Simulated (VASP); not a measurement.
Computed with PBE GGA with D3 dispersion (Becke-Johnson damping), VASP's PBE PAW potentials (set 64) (plane waves; VASP).

VASP input:

### KPOINTS
```
Automatic mesh
0
Gamma
11 11 9
0 0 0
```

### POSCAR
```
HfB2
1
    1.5901685834    -2.7542530111     0.0000000000
    1.5901685834     2.7542530111     0.0000000000
    0.0000000000     0.0000000000     3.5262273664
Hf B
1 2
Direct
  0.0000000000   0.0000000000   0.0000000000
  0.3333330000   0.6666670000   0.5000000000
  0.6666670000   0.3333330000   0.5000000000
```

**INCAR**
```
ALGO=Normal
EDIFF=1E-7
EDIFFG=-0.01
ENCUT=520
GGA=PE
IBRION=2
ISIF=4
ISMEAR=1
IVDW=12
LASPH=.True.
LCHARG=.False.
LMAXMIX=6
LREAL=.False.
LWAVE=.False.
NELM=100
NSW=30
PREC=Accurate
SIGMA=0.1
SYSTEM=HfB2
```

POTCAR, in this order: Hf_pv B (PBE.64 set). Program: vasp_std.

What VASP printed:

File OUTCAR:
```
 ion  position               nearest neighbor table
   1  0.000  0.000  0.000-   2 2.55   3 2.55   2 2.55   3 2.55   3 2.55   3 2.55   2 2.55   2 2.55
                             3 2.55   3 2.55   2 2.55   2 2.55
   2  0.333  0.667  0.500-   3 1.84   3 1.84   3 1.84   1 2.55   1 2.55   1 2.55   1 2.55   1 2.55
                             1 2.55
   3  0.667  0.333  0.500-   2 1.84   2 1.84   2 1.84   1 2.55   1 2.55   1 2.55   1 2.55   1 2.55
                             1 2.55
  LATTYP: Found a hexagonal cell.
 ALAT       =     3.1803373678
 C/A-ratio  =     1.1087589015
 Subroutine PRICEL returns:
 Original cell was already a primitive cell.
 Subroutine GETGRP returns: Found 24 space group operations
The static configuration has the point symmetry D_6h.
The dynamic configuration has the point symmetry D_6h.
 Subroutine INISYM returns: Found 24 space group operations
 Subroutine IBZKPT returns following result:
 Found     80 irreducible k-points:

 Following reciprocal coordinates:
            Coordinates               Weight
  0.000000  0.000000  0.000000      1.000000
  0.090909  0.000000  0.000000      6.000000
  0.181818  0.000000  0.000000      6.000000
  0.272727  0.000000  0.000000      6.000000
  0.363636  0.000000  0.000000      6.000000
  0.454545  0.000000  0.000000      6.000000
  0.090909  0.090909  0.000000      6.000000
  0.181818  0.090909  0.000000     12.000000
  0.272727  0.090909  0.000000     12.000000
  0.363636  0.090909  0.000000     12.000000
  0.454545  0.090909  0.000000      6.000000
  0.181818  0.181818  0.000000      6.000000
  0.272727  0.181818  0.000000     12.000000
  0.363636  0.181818  0.000000     12.000000
  0.272727  0.272727  0.000000      6.000000
  0.363636  0.272727  0.000000      6.000000
  0.000000  0.000000  0.111111      2.000000
  0.090909  0.000000  0.111111     12.000000
  0.181818  0.000000  0.111111     12.000000
...
```

OSZICAR:
```
       N       E                     dE             d eps       ncg     rms          rms(c)
DAV:   1     0.281522756772E+02    0.28152E+02   -0.84114E+03  1920   0.126E+03
DAV:   2    -0.269382026649E+02   -0.55090E+02   -0.51749E+02  2384   0.239E+02
DAV:   3    -0.286946175845E+02   -0.17564E+01   -0.17268E+01  2568   0.324E+01
DAV:   4    -0.287081238794E+02   -0.13506E-01   -0.13495E-01  2352   0.315E+00
DAV:   5    -0.287082858258E+02   -0.16195E-03   -0.16190E-03  2524   0.270E-01    0.492E+01
DAV:   6    -0.264833854836E+02    0.22249E+01   -0.52612E+00  2308   0.147E+01    0.363E+01
DAV:   7    -0.264390339382E+02    0.44352E-01   -0.15788E+00  2424   0.851E+00    0.117E+01
DAV:   8    -0.263822351332E+02    0.56799E-01   -0.42534E-01  2300   0.449E+00    0.167E+00
DAV:   9    -0.263777464797E+02    0.44887E-02   -0.32386E-02  2280   0.136E+00    0.252E-01
DAV:  10    -0.263776874217E+02    0.59058E-04   -0.91574E-04  2332   0.259E-01    0.345E-01
DAV:  11    -0.263776896226E+02   -0.22009E-05   -0.12249E-04  2380   0.868E-02    0.190E-01
DAV:  12    -0.263776847596E+02    0.48630E-05   -0.12924E-05  2372   0.307E-02    0.175E-02
DAV:  13    -0.263776849023E+02   -0.14270E-06   -0.51947E-07  2356   0.707E-03    0.559E-03
DAV:  14    -0.263776849068E+02   -0.44533E-08   -0.82412E-09  1364   0.826E-04
   1 F= -.27420557E+02 E0= -.27420578E+02  d E =-.274206E+02
       N       E                     dE             d eps       ncg     rms          rms(c)
DAV:   1    -0.263784407161E+02   -0.75581E-03   -0.44554E-02  2044   0.183E+00    0.241E-01
DAV:   2    -0.263780963427E+02    0.34437E-03   -0.58590E-04  2368   0.215E-01    0.101E-01
DAV:   3    -0.263779465741E+02    0.14977E-03   -0.14821E-04  2388   0.968E-02    0.309E-02
DAV:   4    -0.263779376166E+02    0.89575E-05   -0.19074E-05  2632   0.356E-02    0.199E-02
DAV:   5    -0.263779375323E+02    0.84310E-07   -0.76654E-07  2280   0.694E-03
   2 F= -.27420947E+02 E0= -.27420954E+02  d E =-.389978E-03
```

OUTCAR:
```
------------------------ aborting loop because EDIFF is reached ----------------------------------------
 Edisp (eV)   -1.04301
  FORCE on cell =-STRESS in cart. coord.  units (eV):
  Direction    XX          YY          ZZ          XY          YZ          ZX
  --------------------------------------------------------------------------------------
  Total      -2.64305    -2.64306    -2.66253     0.00000    -0.00000    -0.00000
  in kB    -137.09746  -137.09749  -138.10776     0.00000    -0.00000    -0.00000
  external pressure =     -137.43 kB  Pullay stress =        0.00 kB
  volume of cell :       30.89
      direct lattice vectors                 reciprocal lattice vectors
     1.587781833 -2.750119018 -0.000000000     0.314904724 -0.181810313 -0.000000000
     1.587781833  2.750119018  0.000000000     0.314904724  0.181810313 -0.000000000
     0.000000000  0.000000000  3.536836594    -0.000000000 -0.000000000  0.282738536
 POSITION                                       TOTAL-FORCE (eV/Angst)
 -----------------------------------------------------------------------------------
      0.00000      0.00000      0.00000         0.000000     -0.000000      0.000000
      1.58778      0.91671      1.76842        -0.000000      0.000000     -0.000000
      1.58778     -0.91671      1.76842         0.000000     -0.000000      0.000000
 -----------------------------------------------------------------------------------
    total drift:                                0.000000     -0.000000      0.000000
  FREE ENERGIE OF THE ION-ELECTRON SYSTEM (eV)
  ---------------------------------------------------
  free  energy   TOTEN  =       -27.4209471571 eV

  energy  without entropy=      -27.4209681259  energy(sigma->0) =      -27.42095415

 reached required accuracy - stopping structural energy minimisation
```
(Selected blocks of OUTCAR.)

**CONTCAR**
```
HfB2
   1.00000000000000
     1.5877818334935203   -2.7501190180493644   -0.0000000000000000
     1.5877818334935203    2.7501190180493644    0.0000000000000000
     0.0000000000000000    0.0000000000000000    3.5368365940839843
  Hf              B
     1     2
Direct
     0.0000000000000000    0.0000000000000000    0.0000000000000000
     0.3333330000000032    0.6666669999999968    0.5000000000000000
     0.6666669999999968    0.3333330000000032    0.5000000000000000
```

The compound is HfB2 in the AlB2 type structure. This cell is one point of a volume scan, at 1.06 of the reference volume. Symmetry was kept, so distortions that lower it aren't found.
